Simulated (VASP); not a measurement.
Here is the system:

```xyz
8
Lattice="5.0439 0.0000 0.0000 0.0000 3.2582 0.0000 0.0000 0.0000 5.4640" Properties=species:S:1:pos:R:3 pbc="T T T"
Si     4.1415     2.4436     3.1818
Si     0.9024     0.8145     2.2822
Si     3.4243     0.8145     0.4498
Si     1.6195     2.4436     5.0142
Ni     2.5620     0.8145     3.7620
Ni     2.4818     2.4436     1.7019
Ni     5.0038     2.4436     1.0301
Ni     0.0401     0.8145     4.4339
```

Calculation: LDA (Ceperley-Alder, Perdew-Zunger), VASP's LDA PAW potentials (set 64) (plane waves; VASP). Numerical set-up: 300 eV cut-off, 6×9×5 Γ-centred mesh, Fermi-Dirac smearing of 0.10 eV, potentials Si Ni.

At this cut-off the stress carries a Pulay error, which pulls relaxed volumes low.

Problem. What does the run give for the energy per atom (σ→0), pressure, largest force, band gap (on the k-mesh) with the smallest direct gap where there is one?

Solution. 
```yaml
band gap (on the k-mesh): none (metal, semimetal or under 0.01 eV)
energy per atom (σ→0): -6.874 eV/atom
pressure: 6.04 GPa
largest_force: 0.194 eV/Å
```

The absolute energy has meaning only against runs of the same code, potentials and settings.

The structure comes from a computed database's SiNi entry, a phase known from measurement. The cell was not relaxed at this level. The run is not spin-polarised, so no magnetic state was tried.
